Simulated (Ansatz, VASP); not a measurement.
## SbSe2: VASP beside Ansatz

Aim: how closely do two programs agree when they are given the same cell, functional and k mesh? The cell is invented: As first built, before any earlier steps moved the atoms (in the runner's words): it takes the VSe2 structure with some of its atoms replaced by other elements, volume scaled by an estimate. It may not be a known or stable phase. The cell is taken from a series of VASP runs on this material, whose earlier steps may have relaxed, scaled or displaced it; both programs get it as it stands.

Program: Ansatz 0.2.0. Level of theory: plane waves, with VASP 6.6.1 beside it; relaxation of cell and atoms at PBE. Results are calculated unless marked as measured.

## 1. The structure

The structure is trigonal, space group P-3m1 (No. 164). Conventional cell: a = 3.889 Å, b = 3.889 Å, c = 6.420 Å, α = 90.00°, β = 90.00°, γ = 120.00°. Sb has 6 Se at 2.81 Å nearest. Nearest to Se lie 3 Sb at 2.81 Å. As first built, before any earlier steps moved the atoms (in the runner's words): sites of the VSe2 structure (space group 164) filled with other elements, volume scaled by an estimate. Farther neighbours and most contacts between anions are not listed.

## 2. Ansatz: relaxation of cell and atoms, PBE

Ansatz runs on its default PAW (the set named soft_2) files.

The relaxed volume is the usual yardstick between codes: its relative difference is about their pressure difference at one cell divided by the bulk modulus.

The input, input.yaml:

```yaml
crystal:
  lattice:
    - [3.8891667698, 3.56e-08, 0.0]
    - [-1.944582824, 3.3681166027, 0.0]
    - [0.0, 0.0, 6.4198224187]
  atoms:
    - { symbol: Sb, position: [0.0, 0.0, 0.0] }
    - { symbol: Se, position: [0.33333333, 0.66666667, 0.2621724083] }
    - { symbol: Se, position: [0.66666667, 0.33333333, 0.7378275917] }
hamiltonian:
  xc: pbe
  pseudopotentials: { kind: paw }
kpoints:
  mp_grid: { grid: [7, 7, 4] }
scf:
  occupations: { method: gaussian, width: 0.05 }
relax:
  f_tol: 0.01
  max_steps: 60
  cell: { stress_tol: 0.05 }
output:
  forces: true
  stress: true
```

Run with:

```
$ ansatz run input.yaml --threads 4 --pin off --max-ram 9216MiB --backend cpu --events-out ev --progress --plain --runs-dir out
```

Numbers of over 12 decimals in the logs are rounded to 6 here.

Log:

```text
Warning: the atoms were moved onto the symmetric positions of the space group found under crystal.symmetry.tolerance 1.0e-5 (fractional; no operation is sought that the atoms, as they stand in a round, miss by more than twice it, and no atom is moved by as much as it), and the run uses the moved positions. Before a round's move an operation carried an atom to 3.89e-8 Å from where it should land, the largest such dist [...]
Engine: ansatz 0.2.0, x86_64-unknown-linux-gnu
Pseudopotentials: kind: paw
Pseudopotential: Sb, paw, valence charge 15, recommended cutoff 420 eV (normal), Sb.paw.azcp
Pseudopotential: Se, paw, valence charge 16, recommended cutoff 420 eV (normal), Se.paw.azcp
Functional definition: PBE
  parameter kappa = 0.804
  parameter beta = 0.066725
  exchange = pbe_x(kappa = kappa, mu = beta*pi^2/3)
  correlation = pbe_c(beta = beta)
Crystal: 3 atoms, lattice volume = 84.094 Å³
Basis set: ecut = 420 eV, 1677 PW (Γ), exchange–correlation on 54×54×90 points (8 copies of the dense FFT grid, shifted against one another)
Bands: 29, of which v1, the nominal top of the filled ones, is band 24 counted from 1 (23 counted from 0)
Symmetry: 12 space group operations
Space group: P-3m1 (ITA 164), of the structure as read, at distance tolerance 4.4e-5 Å
k-points: 28 of 196
Non-local potential: Sb, projectors of the file, l = 0: 2, l = 1: 2, l = 2: 2, l = 3: 2
Non-local potential: Se, projectors of the file, l = 0: 2, l = 1: 2, l = 2: 3, l = 3: 1
PAW form: soft (Blöchl's): semilocal exchange-correlation on the pseudo side does not see the compensation charge
PAW one-centre angular grid: Sb, 590 points (default); XC on 64 Gauss nodes
PAW one-centre angular grid: Se, 590 points (default); XC on 64 Gauss nodes
Initial density: superposition of atomic densities (neutral atoms: chi_scale 0, normalization atom), corrected by the library's trained network
Initial wavefunctions: pseudopotential atomic-orbital guess
Functional: x = pbe(κ = 0.804, μ = 0.219515), c = pbe(β = 0.066725)
SCF iter   1: F=—  HF=-17423.085282 eV  |F-HF|=—  |Δ(HF+E_count)|=         —  Δρ=1.59e-3  dr2=2.39e-3  ethr=1.77e-3  ⟨swp⟩=7.1  Hψ=3607  notcnv=0
preconditioner: auto → LDOS  [insulator: Δε(μ)=0.058 eV  Ē_g=9.833 eV  σ=0.050 eV  W_gap=0.54  n_scr=22 (ndim 8)  ℏωp=16.7 eV  f_vac=0.075  D(μ)=3.03/eV (n_scr^D=22)  ε∞_Penn≈3.9  β→1.0]
SCF iter   2: F=—  HF=-17423.085451 eV  |F-HF|=—  |Δ(HF+E_count)|=   1.70e-4  Δρ=7.25e-4  dr2=6.42e-4  ethr=5.08e-6  ⟨swp⟩=2.9  Hψ=1857  notcnv=0  defer=30
SCF iter   3: F=—  HF=-17423.085278 eV  |F-HF|=—  |Δ(HF+E_count)|=   1.74e-4  Δρ=2.87e-4  dr2=1.26e-4  ethr=1.37e-6  ⟨swp⟩=2.0  Hψ=1434  notcnv=0  defer=30
SCF iter   4: F=—  HF=-17423.085270 eV  |F-HF|=—  |Δ(HF+E_count)|=   8.10e-6  Δρ=1.32e-4  dr2=3.04e-5  ethr=2.67e-7  ⟨swp⟩=2.0  Hψ=884  notcnv=0  defer=30
SCF iter   5: F=—  HF=-17423.085256 eV  |F-HF|=—  |Δ(HF+E_count)|=   1.43e-5  Δρ=3.85e-5  dr2=2.42e-6  ethr=6.46e-8  ⟨swp⟩=2.0  Hψ=930  notcnv=0  defer=30
SCF iter   6: F=-17423.085255 eV  HF=-17423.085255 eV  |F-HF|=7.20e-8  |Δ(HF+E_count)|=   4.54e-7  Δρ=6.46e-6  dr2=5.39e-8  ethr=2.13e-10  ⟨swp⟩=3.8  Hψ=3674  notcnv=0
SCF 1 converged in 6 iterations: F = -17423.085255 eV  dr2 = 5.39e-8
  greatest PAW one-centre occupation: 1.000 electrons in one spin orbital (limit 2), on the Se atom at site 2 (counted from 0), in its partial waves of l = 2
relax step   1: F+E_penalty+E_count = -17423.08525501 eV  Δ(F+E_penalty+E_count) = +0.000e0 eV  max|allowed force component| = 6.468e-3 eV/Å  Δτ_max = 0.0000 Å  P = +0.091 GPa  Ω = 84.094 Å³  (6 SCF iters, dr2 threshold 1.00e-7 eV, accepted)
[...]
relax step   2: F+E_penalty+E_count = -17423.08525573 eV  Δ(F+E_penalty+E_count) = -7.263e-7 eV  max|allowed force component| = 8.895e-4 eV/Å  Δτ_max = 0.0018 Å  P = -0.039 GPa  Ω = 84.376 Å³  energy of the carried Pulay correction = -3.608e-5 eV  (5 SCF iters, dr2 threshold 3.00e-8 eV, accepted)
[...]
relax step   3: F+E_penalty+E_count = -17423.08528400 eV  Δ(F+E_penalty+E_count) = -2.826e-5 eV  max|allowed force component| = 3.773e-4 eV/Å  Δτ_max = 0.0009 Å  P = -0.002 GPa  Ω = 84.276 Å³  energy of the carried Pulay correction = -2.324e-5 eV  (5 SCF iters, dr2 threshold 7.34e-9 eV, accepted)
[...]
relax step   4: F+E_penalty+E_count = -17423.08530744 eV  Δ(F+E_penalty+E_count) = -2.344e-5 eV  max|allowed force component| = 3.855e-4 eV/Å  Δτ_max = 0.0000 Å  P = -0.002 GPa  Ω = 84.276 Å³  stress off target by 2.43e-3 GPa  SCF on the basis re-selected at this cell (its energy is not comparable with the rows above)  (6 SCF iters)
basis re-selected at this cell: Δ(F+E_penalty+E_count) = -2.344e-5 eV, ΔP = -0.000 GPa vs the last step (what re-selecting the basis moved, of the pressure what is left beyond the Pulay correction that the steps carried, after the strain that the cell walked since its last selection, with what the two solves' SCF thresholds leave and, on support functions, any second-order correction that the steps lacked; it is no m [...]
SCF converged after 6 iterations
Free energy (F): -17423.085307 eV
Harris-Foulkes:  -17423.085307 eV  (|F-HF|=3.64e-12)
Internal energy: -17423.081337 eV  (E = F + TS)
E sigma→0 (E₀):  -17423.083322 eV
Entropy (-TS):   -0.003971 eV (-1.324 meV/atom)
Fermi energy:    7.708612 eV
--- Per-component energies (eV) ---
  E_band       = -976.157308
  E_kinetic    = 441.363449
  E_local      = -6832.616075  (includes V_loc(G=0)·N_el)
  E_nonlocal   = -828.168340
  E_hartree    = 3295.843877
  E_xc         = -345.787604
  E_vxc        = -291.089876  (∫ρ·V_xc dr)
  E_paw        = -8398.368104  (= ΣΔE_a)
  E_vpaw       = -57.333226  (= ΣTr[D̂ρ^β])
  E_aug_tail   = -0.001191  (compensation charges beyond the density's cutoff)
  E_ewald      = -4755.347349
  E_smearing   = -0.003971  (= −TS)
  E_closure    = -0.000000  (closes the sum)
  Σ components = -17423.085307   (vs F -17423.085307, Δ=0.00e0)
--- Forces (eV/Å), atoms counted from 1 ---
  atom   1  Sb     0.00000000    -0.00000000     0.00000000
  atom   2  Se    -0.00000000    -0.00000000    -0.00038552
  atom   3  Se     0.00000000     0.00000000     0.00038552
  max |Σ_I F_I| component: 2.31e-18 eV/Å
--- Stress (GPa, compression-positive) ---
       -0.001343       0.000000      -0.000000
        0.000000      -0.001343      -0.000000
       -0.000000      -0.000000      -0.002431
  P = ⅓ Tr σ = -0.0017 GPa (-0.017 kbar)
--- Relaxed structure (3 steps of the walk, 3 accepted, 1 SCFs on fresh bases) ---
  F+E_penalty+E_count = -17423.08530744 eV   max|allowed force component| = 3.855e-4 eV/Å   (the final SCF, on the basis selected at the relaxed cell)
  cell:  # Å, volume = 84.2755 Å³
    - [3.892911, -3.0633040198597413e-7, 0]
    - [-1.946455, 3.371360, 0]
    - [1.4143991725318304e-19, 2.449810338624285e-19, 6.421286]
  atoms:
    - { symbol: Sb, position: [0, 0, 0] }
    - { symbol: Se, position: [0.333333, 0.666667, 0.262032] }
    - { symbol: Se, position: [0.666667, 0.333333, 0.737968] }
```

Wall time 6.6 s (4 threads of AMD EPYC 7R43, shared host); peak memory 0.48 GiB.

## 3. VASP: relaxation of cell and atoms, PBE

The same cell, functional, mesh and smearing now go to VASP, with its own data sets and cutoff.

Lines of VASP's logs that name or quote its potential files are left out, and so is its time.

The input, INCAR:

```
SYSTEM = SbSe2
PREC = Accurate
ENCUT = 400
EDIFF = 1E-06
NELM = 100
ISMEAR = 0
SIGMA = 0.05
LREAL = .FALSE.
ALGO = Normal
GGA = PE
LORBIT = 11
LWAVE = .FALSE.
LCHARG = .FALSE.
IBRION = 2
NSW = 60
ISIF = 3
EDIFFG = -0.01
```

The input, POSCAR:

```
SbSe2
1.0
    3.8891667698      0.0000000356      0.0000000000
   -1.9445828240      3.3681166027      0.0000000000
    0.0000000000      0.0000000000      6.4198224187
Sb Se
1 2
Direct
    0.0000000000      0.0000000000      0.0000000000
    0.3333333300      0.6666666700      0.2621724083
    0.6666666700      0.3333333300      0.7378275917
```

The input, KPOINTS:

```
Automatic mesh
0
Gamma
7 7 4
0 0 0
```

PAW data sets: Sb and Se (PBE family, release 64).

Run with:

```
$ mpirun -np 1 vasp_std
```

Log:

```text
[banner, memory and clock lines left out]
running    1 mpi-ranks, on    1 nodes
 distrk:  each k-point on    1 cores,    1 groups
 distr:  one band on    1 cores,    1 groups

 POSCAR found type information on POSCAR SbSe
 POSCAR found :  2 types and       3 ions
 LDA part: xc-table for (Slater+PW92), standard interpolation
 POSCAR, INCAR and KPOINTS ok, starting setup
 FFT: planning ... GRIDC
 FFT: planning ... GRID_SOFT
 FFT: planning ... GRID
 WAVECAR not read
 entering main loop
       N       E                     dE             d eps       ncg     rms          rms(c)
DAV:   1     0.742406713952E+02    0.74241E+02   -0.53266E+03   672   0.884E+02
DAV:   2    -0.629319296990E+01   -0.80534E+02   -0.77485E+02   956   0.170E+02
DAV:   3    -0.117694973293E+02   -0.54763E+01   -0.53691E+01   836   0.502E+01
DAV:   4    -0.118417744943E+02   -0.72277E-01   -0.72111E-01   744   0.654E+00
DAV:   5    -0.118427691533E+02   -0.99466E-03   -0.99446E-03   804   0.782E-01    0.462E+00
DAV:   6    -0.115894416902E+02    0.25333E+00   -0.35675E-01   684   0.466E+00    0.305E+00
DAV:   7    -0.115930599454E+02   -0.36183E-02   -0.14974E-01   740   0.224E+00    0.113E+00
DAV:   8    -0.115934522144E+02   -0.39227E-03   -0.40561E-03   764   0.584E-01    0.389E-01
DAV:   9    -0.115939496913E+02   -0.49748E-03   -0.14945E-03   736   0.335E-01    0.971E-02
DAV:  10    -0.115939545255E+02   -0.48342E-05   -0.74033E-05   816   0.643E-02    0.418E-02
DAV:  11    -0.115939751319E+02   -0.20606E-04   -0.48536E-05   696   0.562E-02    0.124E-02
DAV:  12    -0.115939737472E+02    0.13847E-05   -0.74074E-06   716   0.205E-02    0.614E-03
DAV:  13    -0.115939738100E+02   -0.62817E-07   -0.17474E-06   428   0.931E-03
   1 F= -.11593974E+02 E0= -.11592003E+02  d E =-.115940E+02
 curvature:   0.00 expect dE= 0.000E+00 dE for cont linesearch  0.000E+00
 trial: gam= 0.00000 g(F)=  0.228E-05 g(S)=  0.135E-04 ort = 0.000E+00 (trialstep = 0.100E+01)
 search vector abs. value=  0.158E-04
 reached required accuracy - stopping structural energy minimisation
```

OUTCAR, selected parts (step 3):

```text
ion  position               nearest neighbor table
   1  0.000  0.000  0.000-   2 2.81   3 2.81   3 2.81   2 2.81   3 2.81   2 2.81
   2  0.333  0.667  0.262-   1 2.81   1 2.81   1 2.81
   3  0.667  0.333  0.738-   1 2.81   1 2.81   1 2.81

  LATTYP: Found a hexagonal cell.
 ALAT       =     3.8891667698
 C/A-ratio  =     1.6506935286

 Subroutine GETGRP returns: Found 12 space group operations
 (whereof 12 operations were pure point group operations)

The static configuration has the point symmetry D_3d.

 Found     28 irreducible k-points:

   k-points           NKPTS =     28   k-points in BZ     NKDIM =     28   number of bands    NBANDS=     12

   dimension x,y,z NGX =    28 NGY =   28 NGZ =   42
   dimension x,y,z NGXF=    56 NGYF=   56 NGZF=   84

   ENCUT  =  400.0 eV  29.40 Ry    5.42 a.u.   6.34  6.34 10.47*2*pi/ulx,y,z

   NELECT =      17.0000    total number of electrons

 k-points in reciprocal lattice and weights: Automatic mesh
   0.00000000  0.00000000  0.00000000       0.005
   0.14285714 -0.00000000  0.00000000       0.031
   0.28571429 -0.00000000  0.00000000       0.031
   0.42857143 -0.00000000  0.00000000       0.031
   0.14285714  0.14285714  0.00000000       0.031
   0.28571429  0.14285714  0.00000000       0.061
   0.42857143  0.14285714  0.00000000       0.031
   0.28571429  0.28571429  0.00000000       0.031
   0.00000000  0.00000000  0.25000000       0.010
[...]
0.42857143  0.14285714  0.50000000       0.031
   0.28571429  0.28571429  0.50000000       0.031

 average (electrostatic) potential at core
       1 -89.3742       2 -54.1525       3 -54.1525

 E-fermi :   3.9990

 k-point     1 :       0.0000    0.0000    0.0000
  band No.  band energies     occupation
    ...
      5       2.5775      2.00000
      6       2.6809      2.00000
      7       3.0721      2.00000
      8       3.0721      2.00000
      9       3.1623      2.00000
     10       5.7874      0.00000
     11       6.5935      0.00000
     12       6.5935      0.00000

 k-point     2 :       0.1429   -0.0000    0.0000
  band No.  band energies     occupation
    ...
      4       0.9251      2.00000
      5       1.8185      2.00000
      6       1.9892      2.00000
      7       3.0418      2.00000
      8       3.2674      2.00000
      9       4.3998      0.00000
     10       6.0057      0.00000
     11       6.7710      0.00000
     12       6.8345      0.00000

 k-point     3 :       0.2857   -0.0000    0.0000
  band No.  band energies     occupation
    ...
      4      -0.4147      2.00000
      5       0.6609      2.00000
      6       1.2661      2.00000
      7       2.7079      2.00000
      8       3.2011      2.00000
      9       4.0584      0.09303
     10       6.1944      0.00000
     11       7.1397      0.00000
     12       7.7595      0.00000

  Total        0.0197419      0.0197419      0.0078521      0.0000000     -0.0000000      0.0000000
  in kB        0.3761256      0.3761255      0.1495987      0.0000001     -0.0000000      0.0000000
  external PRESSURE =       0.3006166 kB  Pullay stress =       0.0000000 kB

  energy-cutoff  :      400.00
  volume of cell :       84.09
      direct lattice vectors                 reciprocal lattice vectors
     3.889166770  0.000000036  0.000000000     0.257124483  0.148450874  0.000000000
    -1.944582824  3.368116603  0.000000000    -0.000000003  0.296901833  0.000000000
     0.000000000  0.000000000  6.419822419     0.000000000  0.000000000  0.155767549

 POSITION                                       TOTAL-FORCE (eV/Angst)
 -----------------------------------------------------------------------------------
      0.00000      0.00000      0.00000        -0.000000      0.000000     -0.000000
      0.00000      2.24541      1.68310         0.000000      0.000000      0.004858
      1.94458      1.12271      4.73672        -0.000000     -0.000000     -0.004858
 -----------------------------------------------------------------------------------
    total drift:                               -0.000000     -0.000000      0.000000

  FREE ENERGIE OF THE ION-ELECTRON SYSTEM (eV)
  ---------------------------------------------------
  free  energy   TOTEN  =       -11.5939738100 eV

  energy  without entropy=      -11.5900331016  energy(sigma->0) =      -11.59200346

 reached required accuracy - stopping structural energy minimisation

 total charge
# of ion       s       p       d       tot
------------------------------------------
    1        1.232   0.957   0.083   2.273
    2        1.494   2.237   0.027   3.758
    3        1.494   2.237   0.027   3.758
--------------------------------------------------
tot          4.220   5.432   0.137   9.788

[... 3 further parts left out ...]
```

The bonds form layers, held to each other by dispersion, which PBE lacks, so the spacing between them is unreliable. The run keeps the 12 symmetry operations of its start, so it cannot find a distortion of lower symmetry.

## 4. Comparison

Known differences besides the potentials themselves: both relaxations stop at a tolerance, which leaves soft axes loose, and VASP keeps its plane-wave basis; the data sets hold 47 valence electrons in Ansatz (default PAW (the set named soft_2) files) and 17 in VASP; the cutoff is 420 eV in Ansatz and 400 eV in VASP; VASP leaves aspherical gradient terms in its spheres out (LASPH is not set), Ansatz keeps them; Ansatz adds a Pulay correction to the stress that steers its cell, VASP none. Total energies have different zeros and are not compared.

Compared:

| quantity | Ansatz | VASP | difference |
| --- | --- | --- | --- |
| volume (Å³) | 84.28 | 84.09 | +0.22 % |
| edge a after relaxation, in the typed setting (Å) | 3.893 | 3.889 | +0.10 % |
| edge c after relaxation, in the typed setting (Å) | 6.421 | 6.420 | +0.02 % |

The walks stopped with 0.00 GPa left in Ansatz and 0.03 GPa in VASP; each walk ends within a tolerance, so the volume difference is uncertain by about these residues over the bulk modulus, most in soft cells.

## 5. Results

```
difference in volume (relaxation of cell and atoms, PBE) : 0.22 %
```

What this shows: The difference in volume is 0.22 % (relaxation of cell and atoms, PBE), within the 1.2 % picked in this series as the mark of a large difference, as far as the stopping tolerances let one tell. How closely two codes agree says nothing of how well the functional describes the real material.

[Lines on the potential files, build, host, timing and source positions are cut from VASP's logs without a mark.]

[Logs are printed without paths, hosts, clocks, repeated set-up lines and the standing remarks that a program may print on its own settings, such as how far it seeks lower states.]

[Hosts, paths, dates, database ids (printed as entryN), source tags and the programs' standing remarks are cut or masked in the printed files.]
